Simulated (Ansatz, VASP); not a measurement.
# BeInH3: VASP beside Ansatz

Wanted: the spread between two codes on one cell, functional and k mesh. The cell is generated by rule, not measured, and may not be a known phase. The cell is taken from a series of runs on this material, whose earlier steps may have relaxed, scaled, displaced or heated it; both programs get it as it stands.

Calculated with Ansatz 0.2.0; plane waves, with VASP 6.6.1 beside it; zone-centre phonons at LDA.

The structure was built from a prototype and need not be the compound's stable phase.

## Step 1: The starting structure

The structure is tetragonal, space group P4mm (No. 99). The conventional cell has a = 2.949 Å, b = 2.949 Å, c = 5.724 Å, α = 90.00°, β = 90.00°, γ = 90.00°. In has 4 H at 2.57 Å nearest. Be has 5 H at 1.45 to 1.55 Å nearest. Nearest to H lie 2 Be at 1.55 Å. Nearest to H lie 1 Be at 1.45 Å. Farther neighbours are not listed.

As a file:

```cif
data_structure
_symmetry_space_group_name_H-M 'P4mm'
_symmetry_Int_Tables_number 99
_cell_length_a 2.9487
_cell_length_b 2.9487
_cell_length_c 5.7242
_cell_angle_alpha 90.000
_cell_angle_beta 90.000
_cell_angle_gamma 90.000
_cell_volume 49.77
loop_
_atom_site_label
_atom_site_type_symbol
_atom_site_symmetry_multiplicity
_atom_site_Wyckoff_symbol
_atom_site_fract_x
_atom_site_fract_y
_atom_site_fract_z
_atom_site_occupancy
In1 In 1 a 0.00000 0.00000 0.92819 1
Be1 Be 1 b 0.50000 0.50000 0.44293 1
H1 H 2 c 0.50000 0.00000 0.52590 1
H2 H 1 b 0.50000 0.50000 0.19012 1
```

## Step 2: VASP: zone-centre phonons, LDA

Second derivatives magnify differences that forces hide, and they need a tight electronic threshold.

Lines of VASP's logs that name or quote its potential files are left out, and so is its time.

Contents of INCAR:

```
SYSTEM = BeInH3
PREC = Accurate
ENCUT = 600
EDIFF = 1E-08
NELM = 120
ISMEAR = 1
SIGMA = 0.2
LREAL = .FALSE.
ALGO = Normal
GGA = CA
NBANDS = 15
LORBIT = 11
LWAVE = .FALSE.
LCHARG = .FALSE.
ISIF = 2
IBRION = 8
LASPH = .TRUE.
GGA_COMPAT = .FALSE.
KPAR = 2
```

Contents of POSCAR:

```
BeInH3
1.0
    2.9486651520      0.0000000000      0.0000000000
    0.0000000000      2.9486651520      0.0000000000
    0.0000000000      0.0000000000      5.7242306200
In Be H
1 1 3
Direct
    0.0000000000      0.0000000000      0.9281933283
    0.5000000000      0.5000000000      0.4429288413
    0.5000000000      0.0000000000      0.5259008106
    0.5000000000      0.5000000000      0.1901223062
    0.0000000000      0.5000000000      0.5259008106
```

Contents of KPOINTS:

```
Automatic mesh
0
Gamma
12 12 6
0 0 0
```

PAW data sets: In_d, Be and H (LDA family, release 64).

Started as:

```sh
> mpirun -np 2 vasp_std
```

Numbers of over 12 decimals in the logs are rounded to 6 here.

Log:

```text
[banner, memory and clock lines left out]
running    2 mpi-ranks, on    1 nodes
 distrk:  each k-point on    1 cores,    2 groups
 distr:  one band on    1 cores,    1 groups

 POSCAR found type information on POSCAR InBeH
 POSCAR found :  3 types and       5 ions
 LDA part: xc-table for (Slater(with rela. corr.)+CA(PZ))
 , standard interpolation
 POSCAR, INCAR and KPOINTS ok, starting setup
 FFT: planning ... GRIDC
 FFT: planning ... GRID_SOFT
 FFT: planning ... GRID
 WAVECAR not read
 entering main loop
       N       E                     dE             d eps       ncg     rms          rms(c)
DAV:   1     0.930121946926E+02    0.93012E+02   -0.83707E+03  3360   0.147E+03
DAV:   2    -0.119758379076E+02   -0.10499E+03   -0.10044E+03  3570   0.309E+02
DAV:   3    -0.180921131645E+02   -0.61163E+01   -0.60676E+01  4431   0.741E+01
DAV:   4    -0.182090095190E+02   -0.11690E+00   -0.11687E+00  3993   0.108E+01
DAV:   5    -0.182138623894E+02   -0.48529E-02   -0.48528E-02  5050   0.204E+00    0.609E+00
DAV:   6    -0.167291219680E+02    0.14847E+01   -0.12896E+00  5316   0.138E+01    0.274E+00
DAV:   7    -0.165363437897E+02    0.19278E+00   -0.66426E-01  5240   0.526E+00    0.905E-01
DAV:   8    -0.165257049576E+02    0.10639E-01   -0.14665E-01  4288   0.332E+00    0.441E-01
DAV:   9    -0.165208137235E+02    0.48912E-02   -0.13200E-02  3808   0.781E-01    0.178E-01
DAV:  10    -0.165204974338E+02    0.31629E-03   -0.39749E-03  5079   0.520E-01    0.107E-01
DAV:  11    -0.165204316342E+02    0.65800E-04   -0.91449E-04  3801   0.175E-01    0.892E-02
DAV:  12    -0.165204102570E+02    0.21377E-04   -0.64613E-05  4944   0.824E-02    0.465E-02
DAV:  13    -0.165204085727E+02    0.16843E-05   -0.13111E-05  4382   0.261E-02    0.222E-02
DAV:  14    -0.165204078025E+02    0.77020E-06   -0.15836E-06  5603   0.105E-02    0.407E-03
DAV:  15    -0.165204078341E+02   -0.31660E-07   -0.39582E-07  3815   0.403E-03    0.501E-04
DAV:  16    -0.165204078359E+02   -0.17126E-08   -0.88018E-09  3298   0.716E-04
   1 F= -.16520408E+02 E0= -.16519804E+02  d E =-.181285E-02
 Linear response reoptimize wavefunctions to high precision
DAV:   1    -0.165204078360E+02   -0.16757E-09   -0.79977E-10  3274   0.238E-04
DAV:   2    -0.165204078361E+02   -0.23874E-10   -0.14974E-10  2121   0.105E-04
 Linear response DOF=           9
 Linear response progress:
  Degree of freedom:   1/  9
       N       E                     dE             d eps       ncg     rms          rms(c)
RMM:   1    -0.226133670150E+00   -0.22613E+00   -0.13809E-01 10568   0.445E+00
RMM:   2    -0.229792063478E+00   -0.36584E-02   -0.16104E-02 13338   0.965E-01    0.666E-02
RMM:   3    -0.229491498877E+00    0.30056E-03   -0.14304E-03 14193   0.303E-01    0.262E-02
RMM:   4    -0.229227410039E+00    0.26409E-03   -0.13820E-04 14453   0.989E-02    0.138E-02
RMM:   5    -0.229127203335E+00    0.10021E-03   -0.18748E-05 14817   0.372E-02    0.455E-03
RMM:   6    -0.229111704968E+00    0.15498E-04   -0.35112E-06 15299   0.139E-02    0.135E-03
RMM:   7    -0.229121532566E+00   -0.98276E-05   -0.81870E-07 15014   0.588E-03    0.426E-04
RMM:   8    -0.229120032024E+00    0.15005E-05   -0.79971E-08 15863   0.250E-03    0.443E-04
RMM:   9    -0.229119776735E+00    0.25529E-06    0.44153E-08 16156   0.108E-03    0.388E-04
RMM:  10    -0.229118700988E+00    0.10757E-05    0.10804E-07 14971   0.603E-04    0.207E-04
RMM:  11    -0.229118936174E+00   -0.23519E-06    0.76606E-08 16028   0.318E-04    0.515E-05
RMM:  12    -0.229118955500E+00   -0.19326E-07    0.54019E-08 17010   0.187E-04    0.119E-05
RMM:  13    -0.229118954851E+00    0.64937E-09    0.40531E-08 16560   0.122E-04    0.169E-05
 first order change of Fermi-energy   0.95966E-05
 force on displaced ion       1 direction 1 :   0.489   0.000  -0.000
 Linear response progress:
  Degree of freedom:   2/  9
       N       E                     dE             d eps       ncg     rms          rms(c)
RMM:   1    -0.251291357548E+00   -0.25129E+00   -0.12475E-01  4262   0.490E+00
RMM:   2    -0.253850885686E+00   -0.25595E-02   -0.16980E-02  5637   0.105E+00    0.625E-02
RMM:   3    -0.253817155045E+00    0.33731E-04   -0.15772E-03  6156   0.330E-01    0.252E-02
RMM:   4    -0.253692693207E+00    0.12446E-03   -0.17005E-04  6403   0.115E-01    0.164E-02
RMM:   5    -0.253710373571E+00   -0.17680E-04   -0.26116E-05  6391   0.424E-02    0.830E-03
RMM:   6    -0.253711417958E+00   -0.10444E-05   -0.47129E-06  6268   0.181E-02    0.106E-03
RMM:   7    -0.253709197805E+00    0.22202E-05   -0.83623E-07  6691   0.678E-03    0.735E-04
RMM:   8    -0.253709518501E+00   -0.32070E-06   -0.20370E-07  6606   0.282E-03    0.403E-04
RMM:   9    -0.253710571820E+00   -0.10533E-05   -0.80941E-08  6526   0.139E-03    0.150E-04
RMM:  10    -0.253710470957E+00    0.10086E-06    0.68603E-09  6871   0.678E-04    0.106E-04
RMM:  11    -0.253710417975E+00    0.52982E-07    0.14835E-08  6549   0.368E-04    0.640E-05
RMM:  12    -0.253710382651E+00    0.35324E-07   -0.19404E-08  6845   0.214E-04    0.560E-05
RMM:  13    -0.253710404977E+00   -0.22326E-07   -0.38147E-08  6297   0.143E-04    0.373E-05
RMM:  14    -0.253710405862E+00   -0.88578E-09   -0.20978E-08  7242   0.994E-05    0.325E-05
 first order change of Fermi-energy   0.77500E+00
 force on displaced ion       1 direction 3 :   0.000   0.000  -1.680
 Linear response progress:
[...]
Degree of freedom:   5/  9
       N       E                     dE             d eps       ncg     rms          rms(c)
RMM:   1    -0.155472614589E-01   -0.15547E-01   -0.38332E-03 14776   0.439E-01
RMM:   2    -0.148535882317E-01    0.69367E-03   -0.70892E-04 12653   0.169E-01    0.758E-02
RMM:   3    -0.151275375777E-01   -0.27395E-03   -0.13631E-04 14114   0.733E-02    0.443E-02
RMM:   4    -0.156753962353E-01   -0.54786E-03   -0.64823E-05 12962   0.364E-02    0.327E-03
RMM:   5    -0.156969012153E-01   -0.21505E-04    0.30817E-06 14678   0.143E-02    0.671E-04
RMM:   6    -0.156952889848E-01    0.16122E-05    0.18633E-06 15144   0.390E-03    0.299E-04
RMM:   7    -0.156946312841E-01    0.65770E-06    0.24116E-07 15493   0.180E-03    0.142E-04
RMM:   8    -0.156951476170E-01   -0.51633E-06    0.29965E-09 16140   0.577E-04    0.140E-04
RMM:   9    -0.156951064458E-01    0.41171E-07    0.70736E-09 16270   0.227E-04    0.126E-04
RMM:  10    -0.156949646503E-01    0.14180E-06   -0.76716E-09 16052   0.852E-05    0.513E-05
RMM:  11    -0.156948747080E-01    0.89942E-07   -0.36264E-10 14724   0.402E-05    0.286E-05
RMM:  12    -0.156948764690E-01   -0.17609E-08    0.41390E-09 14345   0.183E-05    0.178E-05
 first order change of Fermi-energy   0.10100E-03
 force on displaced ion       3 direction 1 :  -1.480   0.000  -0.000
 Linear response progress:
  Degree of freedom:   6/  9
       N       E                     dE             d eps       ncg     rms          rms(c)
RMM:   1    -0.182113673847E-01   -0.18211E-01   -0.55137E-03 14985   0.461E-01
RMM:   2    -0.172735716520E-01    0.93780E-03   -0.48406E-04 12642   0.143E-01    0.137E-01
RMM:   3    -0.175404659010E-01   -0.26689E-03   -0.12448E-04 13621   0.787E-02    0.752E-02
RMM:   4    -0.184581022524E-01   -0.91764E-03   -0.18172E-04 12859   0.635E-02    0.539E-03
RMM:   5    -0.184564033260E-01    0.16989E-05    0.90376E-07 13778   0.232E-02    0.181E-03
RMM:   6    -0.184860599852E-01   -0.29657E-04    0.16876E-06 14830   0.763E-03    0.335E-04
RMM:   7    -0.184849179361E-01    0.11420E-05   -0.77488E-07 15580   0.340E-03    0.184E-04
RMM:   8    -0.184835064095E-01    0.14115E-05   -0.14691E-07 15458   0.106E-03    0.926E-05
RMM:   9    -0.184844655084E-01   -0.95910E-06    0.13756E-08 15532   0.415E-04    0.678E-05
RMM:  10    -0.184842978018E-01    0.16771E-06    0.10705E-07 16225   0.162E-04    0.246E-05
RMM:  11    -0.184843432020E-01   -0.45400E-07    0.27160E-08 15822   0.644E-05    0.257E-05
RMM:  12    -0.184842715279E-01    0.71674E-07    0.17024E-08 14487   0.302E-05    0.306E-06
RMM:  13    -0.184842711067E-01    0.42118E-09    0.66122E-09 13213   0.162E-05    0.402E-06
 first order change of Fermi-energy   0.18781E-04
 force on displaced ion       3 direction 2 :   0.000  -7.315   0.002
 Linear response progress:
  Degree of freedom:   7/  9
       N       E                     dE             d eps       ncg     rms          rms(c)
RMM:   1    -0.168034912542E-01   -0.16803E-01   -0.49082E-03 11146   0.511E-01
RMM:   2    -0.161600128035E-01    0.64348E-03   -0.67571E-04  9962   0.171E-01    0.928E-02
RMM:   3    -0.164186496985E-01   -0.25864E-03   -0.20486E-04  9624   0.852E-02    0.501E-02
RMM:   4    -0.168155842505E-01   -0.39693E-03   -0.71020E-05  9626   0.486E-02    0.167E-02
RMM:   5    -0.170196667401E-01   -0.20408E-03   -0.10748E-05 10693   0.219E-02    0.421E-03
RMM:   6    -0.170487257510E-01   -0.29059E-04   -0.14863E-06 10087   0.976E-03    0.230E-03
RMM:   7    -0.170500265600E-01   -0.13008E-05   -0.27914E-07 11489   0.386E-03    0.179E-03
RMM:   8    -0.170506533863E-01   -0.62683E-06   -0.52082E-08 11114   0.161E-03    0.497E-04
RMM:   9    -0.170512119085E-01   -0.55852E-06   -0.79509E-09 10928   0.584E-04    0.406E-04
RMM:  10    -0.170509993934E-01    0.21252E-06   -0.32936E-09 11778   0.259E-04    0.282E-04
RMM:  11    -0.170509706667E-01    0.28727E-07   -0.21031E-09 11084   0.151E-04    0.235E-04
RMM:  12    -0.170509718645E-01   -0.11978E-08    0.14569E-09 12167   0.592E-05    0.206E-04
 first order change of Fermi-energy   0.36718E+00
 force on displaced ion       3 direction 3 :   0.000   0.000  -1.651
 Linear response progress:
  Degree of freedom:   8/  9
       N       E                     dE             d eps       ncg     rms          rms(c)
RMM:   1    -0.156914405170E-01   -0.15691E-01   -0.47794E-03 14963   0.502E-01
RMM:   2    -0.152782871758E-01    0.41315E-03   -0.46936E-04 12704   0.172E-01    0.884E-02
RMM:   3    -0.155907722322E-01   -0.31249E-03   -0.11181E-04 14310   0.747E-02    0.506E-02
RMM:   4    -0.162390600622E-01   -0.64829E-03   -0.79881E-05 13708   0.454E-02    0.368E-03
RMM:   5    -0.162576482384E-01   -0.18588E-04   -0.25646E-06 15022   0.169E-02    0.217E-03
RMM:   6    -0.162560841043E-01    0.15641E-05   -0.79945E-07 15105   0.512E-03    0.112E-03
RMM:   7    -0.162571193981E-01   -0.10353E-05    0.16812E-08 15375   0.239E-03    0.759E-04
RMM:   8    -0.162554149557E-01    0.17044E-05   -0.68726E-08 14729   0.840E-04    0.594E-04
RMM:   9    -0.162566380597E-01   -0.12231E-05    0.51970E-09 14853   0.424E-04    0.439E-04
RMM:  10    -0.162566312379E-01    0.68218E-08   -0.39358E-09 16516   0.162E-04    0.418E-04
 first order change of Fermi-energy   0.22846E-04
 force on displaced ion       4 direction 1 :  -0.572   0.000   0.001
 Linear response progress:
  Degree of freedom:   9/  9
       N       E                     dE             d eps       ncg     rms          rms(c)
RMM:   1    -0.182887268127E-01   -0.18289E-01   -0.65618E-03  6356   0.608E-01
RMM:   2    -0.174352262843E-01    0.85350E-03   -0.78299E-04  5627   0.180E-01    0.144E-01
RMM:   3    -0.174502992250E-01   -0.15073E-04   -0.44064E-04  5475   0.110E-01    0.685E-02
RMM:   4    -0.179368410841E-01   -0.48654E-03   -0.17787E-04  5557   0.712E-02    0.204E-02
RMM:   5    -0.181340306495E-01   -0.19719E-03   -0.16705E-05  6025   0.318E-02    0.757E-03
RMM:   6    -0.182034085389E-01   -0.69378E-04   -0.25292E-06  5808   0.119E-02    0.430E-03
RMM:   7    -0.182108716617E-01   -0.74631E-05   -0.58834E-07  6040   0.646E-03    0.286E-03
RMM:   8    -0.182140035993E-01   -0.31319E-05   -0.10714E-07  6484   0.235E-03    0.675E-04
RMM:   9    -0.182136561787E-01    0.34742E-06   -0.19895E-08  6435   0.902E-04    0.599E-04
RMM:  10    -0.182136551808E-01    0.99795E-09    0.11767E-09  6980   0.334E-04    0.775E-04
 first order change of Fermi-energy  -0.48925E+00
 force on displaced ion       4 direction 3 :   0.000   0.000  -7.984
 Linear response finished
```

(Part 1 of 2 ends here.)

[Lines on the potential files, build, host, timing and source positions are cut from VASP's logs without a mark.]

[Logs are printed without paths, hosts, clocks, repeated set-up lines and the standing remarks that a program may print on its own settings, such as how far it seeks lower states.]

[Hosts, paths, dates, database ids (printed as entryN), source tags and the programs' standing remarks are cut or masked in the printed files.]
